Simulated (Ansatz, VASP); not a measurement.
# Cross-check of H3C4 between VASP and Ansatz

Aim: how closely do two programs agree when they are given the same cell, functional and k mesh? The structure shown is frame 144 of Ansatz's trajectory.

Main program and level: Ansatz 0.2.0; plane waves, with VASP 6.6.1 beside it; single point at PBE with D3(BJ).

## (1) The starting structure

The cell holds 126 atoms: 72 C and 54 H. Its edges and angles: a = 11.401 Å, b = 11.401 Å, c = 11.401 Å, α = 90.0°, β = 90.0°, γ = 90.0°. As first built, before any earlier steps moved the atoms (in the runner's words): 3 1,3,5-triphenylbenzene placed at random, at 1.03 g/cm^3; overlaps pushed apart, then 10 ps at 573 K with MMFF94 bonds, angles, torsions, charges and radii (Halgren, J. Comput. Chem. 17, 490 (1996)) in harmonic and 12-6 forms. Snapshot after 20 ps at 473 K and fixed volume.

## (2) Ansatz: dynamics, PBE with D3(BJ)

Ansatz runs on its default PAW (the set named soft_2) files.

One frame of this run of dynamics is then solved in both programs, so the motion causes no difference.

Contents of input.yaml:

```yaml
crystal:
  lattice:
    - [11.40104, 0.0, 0.0]
    - [0.0, 11.40104, 0.0]
    - [0.0, 0.0, 11.40104]
  atoms:
    - { symbol: C, position: [0.97459, 0.31864, 0.01149] }
    - { symbol: C, position: [0.88563, 0.31642, 0.10159] }
    - { symbol: C, position: [0.81571, 0.40964, 0.12431] }
    - { symbol: C, position: [0.81681, 0.50394, 0.05938] }
    - { symbol: C, position: [0.89942, 0.50919, 0.96531] }
    - { symbol: C, position: [0.97478, 0.41367, 0.93942] }
    - { symbol: C, position: [0.0522, 0.41822, 0.83279] }
    - { symbol: C, position: [0.06594, 0.31987, 0.75254] }
    - { symbol: C, position: [0.13832, 0.33949, 0.66213] }
    - { symbol: C, position: [0.1501, 0.24837, 0.56907] }
    - { symbol: C, position: [0.05575, 0.23129, 0.48982] }
    - { symbol: C, position: [0.06083, 0.15864, 0.3977] }
    - { symbol: C, position: [0.16598, 0.10066, 0.38235] }
    - { symbol: C, position: [0.2624, 0.12143, 0.45626] }
    - { symbol: C, position: [0.25805, 0.19127, 0.55672] }
    - { symbol: C, position: [0.1832, 0.45335, 0.63643] }
    - { symbol: C, position: [0.17573, 0.53965, 0.7232] }
    - { symbol: C, position: [0.23951, 0.64576, 0.7087] }
    - { symbol: C, position: [0.34658, 0.65887, 0.66335] }
    - { symbol: C, position: [0.40123, 0.76682, 0.65042] }
    - { symbol: C, position: [0.33839, 0.8713, 0.66709] }
    - { symbol: C, position: [0.21609, 0.86164, 0.69714] }
    - { symbol: C, position: [0.17871, 0.75005, 0.71777] }
    - { symbol: C, position: [0.11646, 0.52077, 0.82186] }
    - { symbol: H, position: [0.02452, 0.24943, 0.98525] }
    - { symbol: H, position: [0.87631, 0.23706, 0.14979] }
    - { symbol: H, position: [0.75211, 0.398, 0.1991] }
    - { symbol: H, position: [0.7594, 0.57533, 0.07613] }
    - { symbol: H, position: [0.90797, 0.58241, 0.90389] }
    - { symbol: H, position: [0.00948, 0.24358, 0.75741] }
[... 90 atom lines left out ...]
    - { symbol: H, position: [0.54216, 0.8897, 0.20587] }
    - { symbol: H, position: [0.64118, 0.05585, 0.19739] }
    - { symbol: H, position: [0.79765, 0.1108, 0.31404] }
    - { symbol: H, position: [0.86779, 0.97384, 0.47566] }
    - { symbol: H, position: [0.75756, 0.78232, 0.49508] }
    - { symbol: H, position: [0.70472, 0.605, 0.44716] }
kpoints:
  mp_grid: { grid: [1, 1, 1] }
hamiltonian:
  xc: pbe
  dispersion: d3bj
scf:
  occupations: { method: fixed }
output:
  forces: true
md:
  timestep: 0.5
  n_steps: 432
  ensemble: nvt_nose_hoover
  temperature: 473
  initial_velocities: maxwell_boltzmann
  seed: 6969
```

The run is started by

```bash
> ansatz run input.yaml --threads 4 --pin off --max-ram 8192MiB --backend cpu --events-out ev --progress --plain --runs-dir out
```

Numbers of over 12 decimals in the logs are rounded to 6 here.

The log of the run:

```text
Warning: md: disabling space-group detection — thermal motion breaks the input geometry's symmetry, so no spatial operation reduces the k-mesh or symmetrises the density; time reversal is kept, so that k and −k are solved as one point where they differ and the mesh holds both, and exact exchange and, on two spinor components, a DFT+U term hold to it where the run has them: on two components no moment then forms, and  [...]
Engine: ansatz 0.2.0, aarch64-unknown-linux-gnu
Pseudopotentials: kind: paw
Pseudopotential: C, paw, valence charge 4, recommended cutoff 420 eV (normal), C.paw.azcp
Pseudopotential: H, paw, valence charge 1, recommended cutoff 420 eV (normal), H.paw.azcp
Functional definition: PBE
  parameter kappa = 0.804
  parameter beta = 0.066725
  exchange = pbe_x(kappa = kappa, mu = beta*pi^2/3)
  correlation = pbe_c(beta = beta)
Crystal: 126 atoms, lattice volume = 1481.950 Å³
Basis set: ecut = 420 eV, 28887 PW (Γ), exchange–correlation on 160×160×160 points (8 copies of the dense FFT grid, shifted against one another)
Bands: 297, of which v1, the nominal top of the filled ones, is band 171 counted from 1 (170 counted from 0)
Symmetry: 1 space group operations
k-points: 1
Non-local potential: C, projectors of the file, l = 0: 2, l = 1: 2, l = 2: 1
Non-local potential: H, projectors of the file, l = 0: 2, l = 1: 1
PAW form: soft (Blöchl's): semilocal exchange-correlation on the pseudo side does not see the compensation charge
PAW one-centre angular grid: C, 110 points (default); XC on 64 Gauss nodes
PAW one-centre angular grid: H, 110 points (default); XC on 64 Gauss nodes
Initial density: superposition of atomic densities (neutral atoms: chi_scale 0, normalization atom), corrected by the library's trained network
Initial wavefunctions: pseudopotential atomic-orbital guess
Functional: x = pbe(κ = 0.804, μ = 0.219515), c = pbe(β = 0.066725)
SCF iter   1: F=—  HF=-18925.520726 eV  |F-HF|=—  |Δ(HF+E_count)|=         —  Δρ=3.41e-3  dr2=2.15e-1  ethr=1.77e-3  ⟨swp⟩=5.0  Hψ=941  notcnv=0  defer=123
preconditioner: auto → Resta (q_TF=auto, 2.137 Å⁻¹)  ε∞=2.4  [insulator: Δε(μ)=3.096 eV  Ē_g=15.093 eV  n_scr=250 (ndim 8)  ℏωp=17.8 eV  f_vac=0.255  ε∞_Penn≈2.4]
SCF iter   2: F=—  HF=-18925.507446 eV  |F-HF|=—  |Δ(HF+E_count)|=   1.33e-2  Δρ=1.75e-3  dr2=4.10e-2  ethr=6.29e-5  ⟨swp⟩=2.0  Hψ=414  notcnv=0  defer=124
SCF iter   3: F=—  HF=-18925.520146 eV  |F-HF|=—  |Δ(HF+E_count)|=   1.27e-2  Δρ=6.90e-4  dr2=8.70e-3  ethr=1.20e-5  ⟨swp⟩=3.0  Hψ=310  notcnv=0  defer=47
automatic band count: iteration 3 solves 220 bands in place of 297: the levels show a gap, and the empty bands left out lie too high to hold charge; the band table lists the bands solved (type scf.n_extra_bands for more)
SCF iter   4: F=—  HF=-18925.521572 eV  |F-HF|=—  |Δ(HF+E_count)|=   1.43e-3  Δρ=2.00e-4  dr2=9.06e-4  ethr=2.54e-6  ⟨swp⟩=2.0  Hψ=322  notcnv=0  defer=47
SCF iter   5: F=—  HF=-18925.521840 eV  |F-HF|=—  |Δ(HF+E_count)|=   2.69e-4  Δρ=8.39e-5  dr2=1.99e-4  ethr=2.65e-7  ⟨swp⟩=2.0  Hψ=320  notcnv=0  defer=47
SCF iter   6: F=—  HF=-18925.521840 eV  |F-HF|=—  |Δ(HF+E_count)|=   5.71e-7  Δρ=3.31e-5  dr2=2.43e-5  ethr=5.83e-8  ⟨swp⟩=2.0  Hψ=332  notcnv=0  defer=45
SCF iter   7: F=—  HF=-18925.521962 eV  |F-HF|=—  |Δ(HF+E_count)|=   1.22e-4  Δρ=1.31e-5  dr2=4.17e-6  ethr=7.10e-9  ⟨swp⟩=2.0  Hψ=357  notcnv=0  defer=45
SCF iter   8: F=—  HF=-18925.521961 eV  |F-HF|=—  |Δ(HF+E_count)|=   4.04e-7  Δρ=3.72e-6  dr2=2.96e-7  ethr=1.22e-9  ⟨swp⟩=2.0  Hψ=332  notcnv=0  defer=45
SCF iter   9: F=-18925.521961 eV  HF=-18925.521961 eV  |F-HF|=1.63e-8  |Δ(HF+E_count)|=   5.30e-8  Δρ=1.67e-6  dr2=5.72e-8  ethr=2.92e-11  ⟨swp⟩=4.0  Hψ=724  notcnv=0
SCF 1 converged in 9 iterations: F = -18925.521961 eV  dr2 = 5.72e-8
  greatest PAW one-centre occupation: 0.707 electrons in one spin orbital (limit 2), on the C atom at site 103 (counted from 0), in its partial waves of l = 0
md step     0: t =     0.00 fs  T =   473.0 K  F+E_penalty+E_count = -18925.52196126 eV  E_kin = 7.642497 eV  conserved = -18917.87946382 eV  (9 SCF iters)
Initial density: handed on by an earlier stage of this run
Initial wavefunctions: those handed on with the density
iter 1 solved again at ethr=2.22e-5 eV; its pass at ethr=3.10e-3 eV (dr2=7.58e-2 eV) is discarded
SCF iter   1: F=—  HF=-18925.468181 eV  |F-HF|=—  |Δ(HF+E_count)|=         —  Δρ=2.91e-3  dr2=8.11e-2  ethr=2.22e-5  ⟨swp⟩=2.0  Hψ=764  notcnv=0  defer=46
[...]
SCF iter   3: F=—  HF=-18926.623583 eV  |F-HF|=—  |Δ(HF+E_count)|=   1.67e-3  Δρ=4.54e-4  dr2=1.38e-3  ethr=3.26e-6  ⟨swp⟩=3.0  Hψ=363  notcnv=0  defer=47
SCF iter   4: F=—  HF=-18926.623441 eV  |F-HF|=—  |Δ(HF+E_count)|=   1.41e-4  Δρ=7.10e-5  dr2=7.83e-5  ethr=4.02e-7  ⟨swp⟩=2.0  Hψ=283  notcnv=0  defer=47
SCF iter   5: F=—  HF=-18926.623647 eV  |F-HF|=—  |Δ(HF+E_count)|=   2.06e-4  Δρ=2.62e-5  dr2=1.54e-5  ethr=2.29e-8  ⟨swp⟩=2.0  Hψ=381  notcnv=0  defer=45
SCF iter   6: F=—  HF=-18926.623648 eV  |F-HF|=—  |Δ(HF+E_count)|=   1.11e-6  Δρ=8.26e-6  dr2=2.21e-6  ethr=4.51e-9  ⟨swp⟩=2.0  Hψ=318  notcnv=0  defer=45
SCF iter   7: F=—  HF=-18926.623649 eV  |F-HF|=—  |Δ(HF+E_count)|=   5.69e-7  Δρ=4.32e-6  dr2=4.92e-7  ethr=6.48e-10  ⟨swp⟩=2.0  Hψ=327  notcnv=0  defer=45
SCF iter   8: F=-18926.623649 eV  HF=-18926.623649 eV  |F-HF|=1.46e-8  |Δ(HF+E_count)|=   2.14e-8  Δρ=1.29e-6  dr2=4.08e-8  ethr=2.92e-11  ⟨swp⟩=3.0  Hψ=894  notcnv=0
SCF 433 converged in 8 iterations: F = -18926.623649 eV  dr2 = 4.08e-8
md step   432: t =   216.00 fs  T =   439.2 K  F+E_penalty+E_count = -18926.62364895 eV  E_kin = 7.096444 eV  conserved = -18917.89124076 eV  (8 SCF iters)
SCF converged after 8 iterations
Free energy (F): -18926.623649 eV
Harris-Foulkes:  -18926.623649 eV  (|F-HF|=1.46e-8)
Internal energy: -18926.623649 eV  (E = F + TS)
E sigma→0 (E₀):  -18926.623649 eV
Fermi energy:    -0.247602 eV
--- Per-component energies (eV) ---
  E_band       = -2393.969884
  E_kinetic    = 7207.923557
  E_local      = -23672.459876  (includes V_loc(G=0)·N_el)
  E_nonlocal   = 2055.550307
  E_hartree    = 8701.143129
  E_xc         = -3914.338885
  E_vxc        = -4865.872055  (∫ρ·V_xc dr)
  E_paw        = -7178.351098  (= ΣΔE_a)
  E_vpaw       = -521.323827  (= ΣTr[D̂ρ^β])
  E_aug_tail   = -0.073594  (compensation charges beyond the density's cutoff)
  E_ewald      = -2117.397914
  E_disp       = -8.619275  (pairwise vdW)
  E_smearing   = -0.000000  (= −TS)
  E_closure    = -0.000000  (closes the sum)
  Σ components = -18926.623649   (vs F -18926.623649, Δ=0.00e0)
--- Forces (eV/Å), atoms counted from 1 ---
  atom   1  C     -1.35489951     0.35906724     1.23588081
  atom   2  C     -0.03132621     1.08036443     0.08209931
  atom   3  C      0.52384632    -0.49309023    -0.28317396
  atom   4  C      0.45802225    -0.65285576     0.08005725
  atom   5  C     -0.64477571     0.89897453    -1.15137304
  atom   6  C      0.34610942     0.15198272     0.14614881
  atom   7  C     -0.25294989    -0.87561422    -0.78725805
  atom   8  C     -0.08198687     0.33861823     1.03791173
  atom   9  C     -0.44907483    -0.38180749    -0.37617363
  atom  10  C     -0.56142130     0.33956038     1.20825723
  atom  11  C     -0.51732529     0.59124041     0.55320457
  atom  12  C      0.36563664    -0.24744091    -1.12960159
  atom  13  C      0.53043101     0.44496666     0.26375848
  atom  14  C      0.02639499     0.93893893     0.58324662
  atom  15  C      0.39778070    -1.97762569    -0.65561646
  atom  16  C      0.93896098     2.24386008     0.74275272
  atom  17  C      1.15314663    -0.79304195    -1.89590908
  atom  18  C      2.05259972     1.89567985    -0.83605252
  atom  19  C     -2.11000200    -0.27156394    -0.32935541
  atom  20  C      1.06606250    -1.47363202     0.13081659
  atom  21  C      0.78523841    -0.19584158     0.10548207
  atom  22  C     -1.11555146     1.64250444    -0.55620237
  atom  23  C     -1.11774918    -1.82323561     0.71100552
  atom  24  C     -0.84321854     0.96942688     2.15446790
[...]
atom 119  H      0.22765955     0.18524679    -0.40289660
  atom 120  H      1.51860606    -0.40692705     0.35375578
  atom 121  H      0.25114568    -0.21546945    -0.02634540
  atom 122  H      0.05018461     0.88669191    -1.91862818
  atom 123  H      0.29396670     0.16009978     0.35036532
  atom 124  H      0.18891993    -0.07314674    -1.41788696
  atom 125  H      0.66108431     0.96666985     0.58352251
  atom 126  H      0.74710317    -0.09179861    -0.11532441
  max |Σ_I F_I| component: 4.74e-5 eV/Å
--- MD trajectory: 432 steps, t = 0.0 → 216.0 fs ---
  final state: T = 439.2 K   F+E_penalty+E_count = -18926.62364895 eV   E_kin = 7.096444 eV
  conserved energy: peak-to-peak 1.416e-2 eV (1.124e-4 eV/atom) over 216.0 fs
```

In the SCF lines HF is the Harris–Foulkes energy and dr2 the Hartree energy of the density residual, in eV; the loop may stop once dr2 is under the threshold and the program's other checks hold. Hψ counts applications of the Hamiltonian.

## (3) VASP: single point, PBE with D3(BJ)

The same cell, functional and mesh now go to VASP, with its own data sets.

Lines of VASP's logs that name or quote its potential files are left out, and so is its time.

Contents of INCAR:

```
SYSTEM = H3C4
PREC = Accurate
ENCUT = 520
EDIFF = 1E-06
NELM = 120
ISMEAR = 0
SIGMA = 0.01
LREAL = Auto
ALGO = Normal
GGA = PE
IVDW = 12
NBANDS = 272
LORBIT = 11
LWAVE = .FALSE.
LCHARG = .FALSE.
ISIF = 2
LASPH = .TRUE.
GGA_COMPAT = .FALSE.
EFERMI = MIDGAP
NCORE = 4
```

Contents of POSCAR:

```
H3C4
1.0
   11.4010400000      0.0000000000      0.0000000000
    0.0000000000     11.4010400000      0.0000000000
    0.0000000000      0.0000000000     11.4010400000
C H
72 54
Direct
    0.9620087290      0.3131907265      0.0041926000
    0.9108555009      0.3054896746      0.1105951738
    0.8471244729      0.4035947598      0.1488022145
    0.8264684625      0.4987176608      0.0747475669
    0.8788847333      0.5054100328      0.9691308863
    0.9546936069      0.4110502200      0.9254857452
    0.0331460990      0.4177338208      0.8213285806
    0.0598629599      0.3231810431      0.7499578986
    0.1456884635      0.3372937907      0.6597994569
    0.1579768162      0.2387062935      0.5686235642
    0.0532758415      0.2093668648      0.5085939528
    0.0526618624      0.1219801001      0.4208563429
    0.1581259254      0.0627662038      0.3893767586
    0.2626777908      0.0899654768      0.4412492194
    0.2587483247      0.1754839909      0.5364072050
    0.2208658158      0.4360303972      0.6595801787
    0.1910264327      0.5422400062      0.7223200690
    0.2523629423      0.6634745602      0.7117070022
    0.3597303404      0.6839025212      0.6635710426
    0.4121466112      0.7939801983      0.6587293791
    0.3495733723      0.8880154793      0.6956996906
    0.2280055153      0.8772445321      0.7325998330
    0.1857988394      0.7622725646      0.7364240455
    0.0899216212      0.5256450289      0.7962694631
    0.1873337871      0.9502378730      0.0613979076
    0.0908952166      0.0207524928      0.0910443258
    0.9791597959      0.9729463277      0.1054991474
    0.9639296064      0.8528081649      0.0893865823
    0.0565387017      0.7781219959      0.0614066787
    0.1713089332      0.8307136893      0.0579771670
[... 90 atom lines left out ...]
    0.5750352599      0.8625353477      0.1841674093
    0.6756839727      0.0676254096      0.1544508220
    0.7778325486      0.1513195287      0.3240143004
    0.8103646685      0.0374930708      0.4851399521
    0.7361609116      0.8500452590      0.5234873310
    0.7089353252      0.6060499744      0.4027439602
```

Contents of KPOINTS:

```
Automatic mesh
0
Gamma
1 1 1
0 0 0
```

PAW data sets: C and H (PBE family, release 64).

The run is started by

```bash
> mpirun -np 16 vasp_gam
```

The log of the run:

```text
[banner, memory and clock lines left out]
running   16 mpi-ranks, on    1 nodes
[...]
LDA part: xc-table for (Slater+PW92), standard interpolation
 POSCAR, INCAR and KPOINTS ok, starting setup
[...]
entering main loop
       N       E                     dE             d eps       ncg     rms          rms(c)
DAV:   1     0.226331975094E+04    0.22633E+04   -0.17281E+05   552   0.115E+03
DAV:   2    -0.629689781600E+03   -0.28930E+04   -0.27186E+04   680   0.268E+02
DAV:   3    -0.908384517008E+03   -0.27869E+03   -0.27545E+03   696   0.840E+01
DAV:   4    -0.915936260065E+03   -0.75517E+01   -0.75287E+01   696   0.158E+01
[...]
DAV:  16    -0.838624218877E+03    0.38612E-04   -0.50671E-05   608   0.223E-02    0.894E-03
DAV:  17    -0.838624216052E+03    0.28250E-05   -0.22521E-05   680   0.124E-02    0.530E-03
DAV:  18    -0.838624215173E+03    0.87882E-06   -0.72544E-06   680   0.797E-03
   1 F= -.84716993E+03 E0= -.84716993E+03  d E =0.000000E+00
```

From OUTCAR (step 3):

```text
  FREE ENERGIE OF THE ION-ELECTRON SYSTEM (eV)
  ---------------------------------------------------
  free  energy   TOTEN  =      -847.1699325824 eV

  energy  without entropy=     -847.1699325824  energy(sigma->0) =     -847.16993258
```

The run ends at a pressure of -0.63 GPa, with forces up to 5.3 eV/Å.

## (4) Differences

Known differences besides the potentials themselves: fixed occupations in Ansatz, narrow Gaussian smearing in VASP; the cutoff is 420 eV in Ansatz and 520 eV in VASP (PREC = Accurate, projectors in real space). Total energies have different zeros and are not compared.

Forces on 10 of the 126 atoms, those with the largest forces and the largest differences (eV/Å; atoms numbered as in POSCAR):

| atom | Ansatz x, y, z | VASP x, y, z |
| --- | --- | --- |
| C1 | 1.781, -1.672, -3.548 | 1.801, -1.695, -3.567 |
| C5 | 2.696, -2.199, -2.305 | 2.696, -2.173, -2.339 |
| C25 | 0.911, 1.142, 1.804 | 0.952, 1.162, 1.794 |
| C33 | -5.060, 0.951, 0.581 | -5.067, 0.935, 0.600 |
| C35 | -1.357, -1.669, -0.061 | -1.333, -1.628, -0.047 |
| C37 | 0.603, -4.627, 0.945 | 0.597, -4.662, 0.951 |
| C40 | 3.997, 0.474, -1.309 | 4.020, 0.480, -1.330 |
| C45 | 0.234, 5.108, 0.859 | 0.267, 5.124, 0.849 |
| C69 | 3.098, 3.639, 2.123 | 3.115, 3.680, 2.128 |
| C70 | -1.554, 0.371, -0.759 | -1.522, 0.389, -0.730 |

The forces differ by 16 meV/Å r.m.s., which is 1.3 % of the r.m.s. force of 1.209 eV/Å (both taken over all components).

## (5) Results

| Quantity | Value |
| --- | --- |
| r.m.s. force difference (single point, PBE with D3(BJ)) | 1.3 % of the r.m.s. force |

What this shows: The r.m.s. force difference is 1.3 % of the r.m.s. force (single point, PBE with D3(BJ)), within the 3 % picked in this series as the mark of a large difference. 2 further runs of this series are not shown here. How closely two codes agree says nothing of how well the functional describes the real material.

[Lines on the potential files, build, host, timing and source positions are cut from VASP's logs without a mark.]

[Logs are printed without paths, hosts, clocks, repeated set-up lines and the standing remarks that a program may print on its own settings, such as how far it seeks lower states.]

[Hosts, paths, dates, database ids (printed as entryN), source tags and the programs' standing remarks are cut or masked in the printed files.]

[The MMFF94 radii named for the starting cell were scaled by 0.96; in molecules described by MMFF94, hydrogen bound to N, O or S took a small fixed 12-6 site in their place.]
